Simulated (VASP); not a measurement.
Here is the system:

```xyz
6
Lattice="4.4510 0.0000 0.0000 0.0000 4.4510 0.0000 0.0000 0.0000 3.1462" Properties=species:S:1:pos:R:3 pbc="T T T"
Ir     0.0000     0.0000     0.0000
Ir     2.2255     2.2255     1.5731
O      1.3753     1.3753     0.0000
O      3.6008     0.8503     1.5731
O      0.8503     3.6008     1.5731
O      3.0758     3.0758     0.0000
```

These are LDA (Ceperley-Alder, Perdew-Zunger), VASP's LDA PAW potentials (set 64) (plane waves; VASP) values and carry that method's errors. Settings: 620 eV cut-off, 7×7×10 Γ-centred mesh, first-order Methfessel-Paxton smearing of 0.10 eV, potentials Ir O.

Unless said otherwise, spin-orbit coupling is left out, though it shifts the bands of the heavy elements here.

Task: Predict the energy per atom (σ→0), band gap (on the k-mesh) with the smallest direct gap where there is one.

Result: 
The band gap (on the k-mesh) comes out as none (metal, semimetal or under 0.01 eV) and the energy per atom (σ→0) is -8.137 eV/atom.

Total energies compare only between runs with the same potentials, cut-off and functional.

The compound is IrO2 in the rutile structure. It was relaxed first.
